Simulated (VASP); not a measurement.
```
CELL_PARAMETERS angstrom
     -0.00175     4.48512     4.47770
      4.48512    -0.00175     4.47770
      2.24168     2.24168     0.00000
ATOMIC_POSITIONS crystal
  Sc 0.00000 0.00000 0.00000
  N  0.25060 0.25060 0.49879
  N  0.25225 0.74775 0.50000
  N  0.74775 0.25225 0.50000
  N  0.74940 0.74940 0.50121
  Hf 0.00000 0.50000 0.00000
  Hf 0.50000 0.00000 0.00000
  Hf 0.50000 0.50000 0.00000
```

Computed with PBEsol GGA, VASP's PBE PAW potentials (set 64) (plane waves; VASP). Settings: 520 eV cut-off, Gaussian smearing of 0.050 eV, potentials Sc_sv N Hf_pv.

Give the energies of bands 22 to 35 at the high-symmetry points, in eV from the Fermi level.

```tsv
band	Γ	Y	C0	Z	A0	T	S	R
22	-5.57	-5.78	-5.50	-5.61	-5.55	-5.55	-5.46	-5.53
23	-5.54	-5.19	-5.27	-5.32	-5.54	-5.49	-5.17	-5.39
24	-5.16	-5.19	-4.98	-5.24	-5.38	-5.17	-4.95	-5.28
25	-3.39	-4.80	-4.60	-5.24	-5.31	-5.17	-4.85	-5.08
26	-3.38	-3.57	-4.32	-5.19	-4.19	-3.46	-4.83	-4.93
27	-3.37	-3.53	-4.13	-5.13	-3.93	-3.35	-4.78	-4.83
28	-2.62	-3.44	-4.09	-5.13	-3.77	-3.35	-4.26	-4.60
29	-2.62	-3.43	-3.79	-4.58	-3.76	-3.33	-4.13	-4.37
30	-2.60	-2.40	-1.46	1.49	-2.34	-3.30	-0.35	-0.38
31	0.01	-1.57	-0.79	1.49	-2.33	-3.23	-0.21	-0.30
32	0.02	2.10	1.30	1.50	2.71	3.34	0.99	-0.14
33	0.07	2.13	1.43	1.50	2.87	3.38	1.00	-0.03
34	2.10	2.32	1.62	2.11	3.03	3.41	1.53	3.58
35	2.12	2.45	2.98	2.14	3.30	3.69	1.64	3.89
```

It has no gap at this level: it comes out as a metal or semimetal.

The structure was generated: Hf3ScN4 was put into an ordered model structure (Cmmm), which need not be its known phase. It was relaxed first. The electron count is odd and the run is not spin-polarised, which forces a metal.
